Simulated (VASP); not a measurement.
## SnAs: which input changes matter

Which changes to a sound input spoil a run on SnAs, which are harmless, and which give a warning? All runs use r2SCAN. The start is a computed cell from the Materials Project.

Main program and level: VASP 6.6.1; r2SCAN; plane waves and PAW (Sn_d, As).

## 1. Starting point

The structure is cubic, space group Fm-3m (No. 225). Conventional cell: a = 5.754 Å, b = 5.754 Å, c = 5.754 Å, α = 90.00°, β = 90.00°, γ = 90.00°. Nearest to Sn lie 6 As at 2.88 Å. Nearest to As lie 6 Sn at 2.88 Å. Farther neighbours are not listed.

## 2. Reference run

A single point writes out the density, ELF and the potential. r2SCAN adds the kinetic-energy density, costs more than a GGA and is run with LASPH.

Input file INCAR:

```
SYSTEM = SnAs
PREC = Accurate
ENCUT = 400
EDIFF = 1E-06
NELM = 100
ISMEAR = -1
SIGMA = 0.05
LREAL = .FALSE.
ALGO = Normal
METAGGA = R2SCAN
LASPH = .TRUE.
NBANDS = 15
LORBIT = 11
LWAVE = .FALSE.
LCHARG = .TRUE.
ISIF = 2
LELF = .TRUE.
LVHAR = .TRUE.
```

Input file POSCAR:

```
SnAs
1.0
    0.0000000000      2.8768709376      2.8768709376
    2.8768709376      0.0000000000      2.8768709376
    2.8768709376      2.8768709376      0.0000000000
Sn As
1 1
Direct
    0.5000000000      0.5000000000      0.5000000000
    0.0000000000      0.0000000000      0.0000000000
```

Input file KPOINTS:

```
Automatic mesh
0
Gamma
7 7 7
0 0 0
```

Potentials, in the order of the species: Sn_d and As (PBE family, release 64).

The run is started by

```
$ mpirun -np 2 vasp_std
```

The log of the run:

```text
[banner, memory and clock lines left out]
running    2 mpi-ranks, on    1 nodes
 distrk:  each k-point on    2 cores,    1 groups
 distr:  one band on    1 cores,    2 groups

 POSCAR found type information on POSCAR SnAs
 POSCAR found :  2 types and       2 ions
|                                                                             |
|               ----> ADVICE to this user running VASP <----                  |
|                                                                             |
|     You enforced a specific xc type in the INCAR file but a different       |
|     [... a line on the potential file left out ...]
|     I HOPE YOU KNOW WHAT YOU ARE DOING!                                     |
|                                                                             |

 LDA part: xc-table for (None), standard interpolation
|                                                                             |
|           W    W    AA    RRRRR   N    N  II  N    N   GGGG   !!!           |
|           W    W   A  A   R    R  NN   N  II  NN   N  G    G  !!!           |
|           W    W  A    A  R    R  N N  N  II  N N  N  G       !!!           |
|           W WW W  AAAAAA  RRRRR   N  N N  II  N  N N  G  GGG   !            |
|           WW  WW  A    A  R   R   N   NN  II  N   NN  G    G                |
|           W    W  A    A  R    R  N    N  II  N    N   GGGG   !!!           |
|                                                                             |
|     The number of bands has been changed from the values supplied in        |
|     The orbitals not found in the WAVECAR file will be initialized with     |
|     random numbers, which is usually adequate. For correlated               |
|     calculations, however, you should redo the groundstate calculation.     |
|     I found NBANDS = 15. Now, NBANDS = 16.                                  |
|                                                                             |

 POSCAR, INCAR and KPOINTS ok, starting setup
 FFT: planning ... GRIDC
 FFT: planning ... GRID_SOFT
 FFT: planning ... GRID
 WAVECAR not read
 entering main loop
       N       E                     dE             d eps       ncg     rms          rms(c)
DAV:   1     0.674188425450E+02    0.67419E+02   -0.87670E+03   640   0.135E+03
DAV:   2    -0.346631931916E+02   -0.10208E+03   -0.98800E+02   704   0.314E+02
DAV:   3    -0.422774026675E+02   -0.76142E+01   -0.75920E+01   848   0.764E+01
DAV:   4    -0.424447058792E+02   -0.16730E+00   -0.16726E+00   744   0.124E+01
DAV:   5    -0.424496200514E+02   -0.49142E-02   -0.49141E-02   864   0.204E+00    0.352E+00
DAV:   6    -0.395099736333E+02    0.29396E+01   -0.79773E-01   808   0.140E+01    0.208E+00
DAV:   7    -0.395097281405E+02    0.24549E-03   -0.81151E-02   760   0.174E+00    0.916E-01
DAV:   8    -0.395130428140E+02   -0.33147E-02   -0.52163E-03   792   0.720E-01    0.292E-01
DAV:   9    -0.395136449474E+02   -0.60213E-03   -0.68677E-04   784   0.227E-01    0.579E-02
DAV:  10    -0.395136515436E+02   -0.65962E-05   -0.95312E-05   856   0.124E-01    0.283E-02
DAV:  11    -0.395136575491E+02   -0.60055E-05   -0.12991E-05   848   0.403E-02    0.532E-03
DAV:  12    -0.395136583114E+02   -0.76232E-06   -0.29775E-06   688   0.263E-02
   1 F= -.39513658E+02 E0= -.39509118E+02  d E =-.908047E-02
```

Wall time 50 s (2 MPI ranks of AMD EPYC 7R43, shared host); peak memory 0.22 GiB; 96 s of CPU time.

Lines that name or quote the potential files are left out of all logs, and their timing lines are given in words.

From OUTCAR (step 2):

```text
ion  position               nearest neighbor table
   1  0.500  0.500  0.500-   2 2.88   2 2.88   2 2.88   2 2.88   2 2.88   2 2.88
   2  0.000  0.000  0.000-   1 2.88   1 2.88   1 2.88   1 2.88   1 2.88   1 2.88

  LATTYP: Found a face centered cubic cell.
 ALAT       =     5.7537418752

 Subroutine GETGRP returns: Found 48 space group operations
 (whereof 48 operations were pure point group operations)

The static configuration has the point symmetry O_h .

 Found     20 irreducible k-points:

   k-points           NKPTS =     20   k-points in BZ     NKDIM =     20   number of bands    NBANDS=     16

   dimension x,y,z NGX =    28 NGY =   28 NGZ =   28
   dimension x,y,z NGXF=    56 NGYF=   56 NGZF=   56

   ENCUT  =  400.0 eV  29.40 Ry    5.42 a.u.   6.63  6.63  6.63*2*pi/ulx,y,z

   NELECT =      19.0000    total number of electrons

 k-points in reciprocal lattice and weights: Automatic mesh
   0.00000000  0.00000000  0.00000000       0.003
   0.14285714  0.00000000  0.00000000       0.023
   0.28571429  0.00000000  0.00000000       0.023
   0.42857143  0.00000000  0.00000000       0.023
   0.14285714  0.14285714  0.00000000       0.017
   0.28571429  0.14285714  0.00000000       0.070
   0.42857143  0.14285714  0.00000000       0.070
  -0.42857143  0.14285714  0.00000000       0.070
  -0.28571429  0.14285714  0.00000000       0.070
[...]
-0.42857143  0.42857143  0.14285714       0.070
  -0.28571429  0.42857143  0.14285714       0.070

 average (electrostatic) potential at core
       1-105.9301       2 -52.3270

 E-fermi :   6.8615

 k-point     1 :       0.0000    0.0000    0.0000
  band No.  band energies     occupation
    ...
      6      -6.8846      2.00000
      7       4.2155      2.00000
      8       5.5332      2.00000
      9       5.5332      2.00000
     10       5.5332      2.00000
     11      12.5255      0.00000
     12      12.5256      0.00000
     13      12.5256      0.00000
     14      13.1990      0.00000
     15      13.1990      0.00000
    ...

 k-point     2 :       0.1429    0.0000    0.0000
  band No.  band energies     occupation
    ...
      6      -6.6352      2.00000
      7       2.4432      2.00000
      8       5.5705      2.00000
      9       5.5705      2.00000
     10       6.8390      1.22182
     11      11.2296      0.00000
     12      11.2297      0.00000
     13      11.4182      0.00000
     14      13.3104      0.00000
     15      13.7654      0.00000
    ...

 k-point     3 :       0.2857    0.0000    0.0000
  band No.  band energies     occupation
    ...
      5     -15.4727      2.00000
      6      -5.9225      2.00000
      7       0.1671      2.00000
      8       5.7261      2.00000
      9       5.7261      2.00000
     10       7.7204      0.00000
     11       9.5319      0.00000
     12       9.5320      0.00000
     13      10.1884      0.00000
     14      14.2371      0.00000
    ...

  Total        0.0100902      0.0100902      0.0100902      0.0000000     -0.0000000      0.0000000
  in kB        0.3394832      0.3394832      0.3394832      0.0000000     -0.0000000      0.0000000
  external PRESSURE =       0.3394832 kB  Pullay stress =       0.0000000 kB

  energy-cutoff  :      400.00
  volume of cell :       47.62
      direct lattice vectors                 reciprocal lattice vectors
     0.000000000  2.876870938  2.876870938    -0.173799941  0.173799941  0.173799941
     2.876870938  0.000000000  2.876870938     0.173799941 -0.173799941  0.173799941
     2.876870938  2.876870938  0.000000000     0.173799941  0.173799941 -0.173799941

 POSITION                                       TOTAL-FORCE (eV/Angst)
 -----------------------------------------------------------------------------------
      2.87687      2.87687      2.87687         0.000000      0.000000      0.000000
      0.00000      0.00000      0.00000        -0.000000     -0.000000     -0.000000
 -----------------------------------------------------------------------------------
    total drift:                                0.000000      0.000000      0.000000

  FREE ENERGIE OF THE ION-ELECTRON SYSTEM (eV)
  ---------------------------------------------------
  free  energy   TOTEN  =       -39.5136583114 eV

  energy  without entropy=      -39.5045778458  energy(sigma->0) =      -39.50911808

 total charge
# of ion       s       p       d       tot
------------------------------------------
    1        1.200   0.960  10.009  12.169
    2        1.258   1.484   0.033   2.776
--------------------------------------------------
tot          2.459   2.444  10.043  14.946

[... 3 further parts left out ...]
```

This run has no spin polarisation. Its electron count is odd, so without a moment it is a metal by construction. The k-mesh is coarse for a metal. The PAW data sets were made with PBE, which is usual practice but a small mismatch for other functionals.

Numbers from this step:

| Item | Value |
| --- | --- |
| SCF cycles | 12 |
| electrons | 19 |
| bands | 16 |
| irreducible k-points | 20 |
| symmetry operations | 48 |
| free energy (TOTEN) | -39.51 eV |
| energy at zero smearing | -39.51 eV |
| Fermi energy | 6.862 eV |
| pressure | 0.03395 GPa |
| metallic, judged on the points sampled | yes |

Valence density in the ac plane of the conventional cell at fractional y = 0.000, with atoms of Sn and As within 0.2 Å of it. It is the smooth field of the valence electrons, not physical close to the nuclei.

Ten steps, logarithmic in the rise over the least value, from '0' (0 e/Å³) to '9' (11 e/Å³), each cell a mean:
```
2443347998533443
4433335776433344
4332223443322334
3322223333222233
3322223333322233
5432233444332345
8743334434433368
9853344203433479
9853344324433479
7643334444333357
4332233443322234
3322223333222233
3332223333222233
4433234554322334
3443336887433344
0343347998533442
```
Columns run along a (5.8 Å), rows up along c (5.8 Å), edges of the conventional cell, whose origin can differ from the input's. Atoms in or near the plane, at fractional coordinates: Sn at (0.50, 0.00), Sn at (0.00, 0.50), As at (0.00, 0.00), As at (0.50, 0.50).

ELF in the ac plane of the conventional cell at fractional y = 0.000, with atoms of Sn and As within 0.2 Å of it. It is the smooth field of the valence electrons, not physical close to the nuclei.

Ten even steps from '_' (0.12) to '@' (0.82), each cell a mean:
```
**%%@@%%++==::____..--==**@@@@##
@@@@@@**------::::------++%%@@@@
@@%%**--..::--====--::..::++%%@@
##**--____..--++++==::____::++**
==--::____--**%%%%##==..__..--==
------::--**@@@@@@@@%%==::::----
__::----**%%@@%%%%@@@@##==----..
..__--==##@@@@**++%%@@%%++==::__
__..--==**@@@@##**%%@@%%++==::__
::------++%%@@@@@@@@@@**------::
==--::..::++%%@@@@%%**--..::--==
++==::____::++**##**--____..--++
%%##==..__..--====--::____--**%%
@@@@%%==::::----------::--**@@@@
%%@@@@##==----..__::----**%%@@%%
++%%@@%%++==::__..__--==##@@@@**
```
Columns run along a (5.8 Å), rows up along c (5.8 Å), edges of the conventional cell, whose origin can differ from the input's. Atoms in or near the plane, at fractional coordinates: Sn at (0.50, 0.00), Sn at (0.00, 0.50), As at (0.00, 0.00), As at (0.50, 0.50).

Electrostatic potential energy in the ac plane of the conventional cell at fractional y = 0.000, with atoms of Sn and As within 0.2 Å of it. With pseudopotentials it is smooth inside the atoms' cores, unlike the true potential.

Ten even steps from '0' (-95 eV) to '9' (2 eV), each cell a mean:
```
6579983001699856
5689996335899975
8999999878999998
9999999999999999
9999999999999999
5799998778999986
1379996555899851
0159985685799730
0169985665799830
3589997556899963
7899999889999998
9999999999999999
9999999999999999
7899998657999987
5589985113799965
8579973001599856
```
Columns run along a (5.8 Å; values clipped at the 3rd and 97th percentile), rows up along c (5.8 Å), edges of the conventional cell, whose origin can differ from the input's. Atoms in or near the plane, at fractional coordinates: Sn at (0.50, 0.00), Sn at (0.00, 0.50), As at (0.00, 0.00), As at (0.50, 0.50).

The pressure is 0.03 GPa and the largest force 0.000 eV/Å.

## 3. Total energy, forces and stress (r2SCAN) with a changed input

A single point gives energy, forces and stress at these settings. Some settings are moved from the usual, to see what they do.

Input file INCAR:

```
SYSTEM = SnAs
PREC = High
ENCUT = 400
EDIFF = 1E-06
NELM = 100
ISMEAR = 1
SIGMA = 0.5
LREAL = .FALSE.
ALGO = Normal
METAGGA = R2SCAN
LASPH = .TRUE.
NBANDS = 15
LORBIT = 11
LWAVE = .FALSE.
LCHARG = .FALSE.
KPAR = 2
ISIF = 2
```

POSCAR is that of step 2.

KPOINTS is that of step 2.

The run is started by

```
$ mpirun -np 2 vasp_std
```

The log of the run:

```text
[banner, memory and clock lines left out]
running    2 mpi-ranks, on    1 nodes
 distrk:  each k-point on    1 cores,    2 groups
 distr:  one band on    1 cores,    1 groups

 POSCAR found type information on POSCAR SnAs
 POSCAR found :  2 types and       2 ions
 [... a notice as in an earlier step ...]

 LDA part: xc-table for (None), standard interpolation
 POSCAR, INCAR and KPOINTS ok, starting setup
 FFT: planning ... GRIDC
 FFT: planning ... GRID_SOFT
 FFT: planning ... GRID
 WAVECAR not read
 entering main loop
       N       E                     dE             d eps       ncg     rms          rms(c)
DAV:   1     0.685614923447E+02    0.68561E+02   -0.86323E+03   607   0.142E+03
DAV:   2    -0.345117324757E+02   -0.10307E+03   -0.10084E+03   649   0.334E+02
DAV:   3    -0.422657567989E+02   -0.77540E+01   -0.77174E+01   747   0.822E+01
DAV:   4    -0.424390197133E+02   -0.17326E+00   -0.17318E+00   677   0.134E+01
DAV:   5    -0.424443799880E+02   -0.53603E-02   -0.53602E-02   879   0.233E+00    0.351E+00
DAV:   6    -0.395047523811E+02    0.29396E+01   -0.82775E-01   740   0.150E+01    0.207E+00
DAV:   7    -0.395044564797E+02    0.29590E-03   -0.83242E-02   677   0.185E+00    0.921E-01
DAV:   8    -0.395078416315E+02   -0.33852E-02   -0.54026E-03   719   0.772E-01    0.290E-01
DAV:   9    -0.395084360816E+02   -0.59445E-03   -0.68453E-04   684   0.241E-01    0.574E-02
DAV:  10    -0.395084442573E+02   -0.81756E-05   -0.10300E-04   775   0.133E-01    0.278E-02
DAV:  11    -0.395084499234E+02   -0.56661E-05   -0.11987E-05   747   0.405E-02    0.520E-03
DAV:  12    -0.395084506854E+02   -0.76198E-06   -0.27549E-06   649   0.268E-02
   1 F= -.39508451E+02 E0= -.39507838E+02  d E =-.183855E-02
```

Run time: 49 s. Hardware: 2 MPI ranks; peak memory 0.2 GiB; 94 s of CPU time.

From OUTCAR (step 3):

```text
The static configuration has the point symmetry O_h .

 Found     20 irreducible k-points:

   k-points           NKPTS =     20   k-points in BZ     NKDIM =     20   number of bands    NBANDS=     15

   dimension x,y,z NGX =    28 NGY =   28 NGZ =   28
   dimension x,y,z NGXF=    40 NGYF=   40 NGZF=   40

   NELECT =      19.0000    total number of electrons

 E-fermi :   6.7662

 k-point     1 :       0.0000    0.0000    0.0000
  band No.  band energies     occupation
    ...
      6      -6.8833      2.00000
      7       4.2154      2.00000
      8       5.5344      2.00272
      9       5.5345      2.00272
     10       5.5345      2.00272
     11      12.5244     -0.00000
     12      12.5245     -0.00000
     13      12.5245     -0.00000
     14      13.1990     -0.00000
     15      13.1990     -0.00000

 k-point     2 :       0.1429    0.0000    0.0000
  band No.  band energies     occupation
    ...
      6      -6.6338      2.00000
      7       2.4435      2.00000
      8       5.5718      2.00375
      9       5.5718      2.00375
     10       6.8396      0.75439
     11      11.2287     -0.00000
     12      11.2289     -0.00000
     13      11.4179     -0.00000
     14      13.3101     -0.00000
     15      13.7653     -0.00000

  Total       -0.0358118     -0.0358118     -0.0358118     -0.0000000      0.0000000     -0.0000000
  in kB       -1.2048854     -1.2048854     -1.2048854     -0.0000000      0.0000000     -0.0000000
  external PRESSURE =      -1.2048854 kB  Pullay stress =       0.0000000 kB

 POSITION                                       TOTAL-FORCE (eV/Angst)
 -----------------------------------------------------------------------------------
      2.87687      2.87687      2.87687        -0.000000      0.000000     -0.000000
      0.00000      0.00000      0.00000         0.000000      0.000000      0.000000
 -----------------------------------------------------------------------------------
    total drift:                                0.000000      0.000000      0.000000

  FREE ENERGIE OF THE ION-ELECTRON SYSTEM (eV)
  ---------------------------------------------------
  free  energy   TOTEN  =       -39.5084506854 eV

  energy  without entropy=      -39.5066121374  energy(sigma->0) =      -39.50783784

 total charge
# of ion       s       p       d       tot
------------------------------------------
    1        1.199   0.959  10.010  12.168
    2        1.256   1.487   0.033   2.777
--------------------------------------------------
tot          2.455   2.445  10.044  14.944

[... 6 parts as in an earlier step ...]

[... 5 further parts left out ...]
```

The run converged, and its energy and pressure stay near those of the sound run.

Against the sound run on this cell (reference run) the energy at zero smearing moves by +0.6 meV an atom and the pressure by -0.15 GPa.

Settings moved from the usual: ISMEAR = 1, SIGMA = 0.5 and PREC = High.

PREC = High changes the FFT grids.

(Continued in part 2 of 3.)

[Lines on the potential files, build, host, timing and source positions are cut from VASP's logs without a mark.]

[Logs are printed without paths, hosts, clocks, repeated set-up lines and the standing remarks that a program may print on its own settings, such as how far it seeks lower states.]

[Hosts, paths, dates, database ids (printed as entryN), source tags and the programs' standing remarks are cut or masked in the printed files.]

[A measured line is paired with the nearest computed mode of its activity, which favours agreement.]

[In band tables of VASP the shares of atoms and orbitals are scaled to a sum of 1 inside the atoms' spheres.]
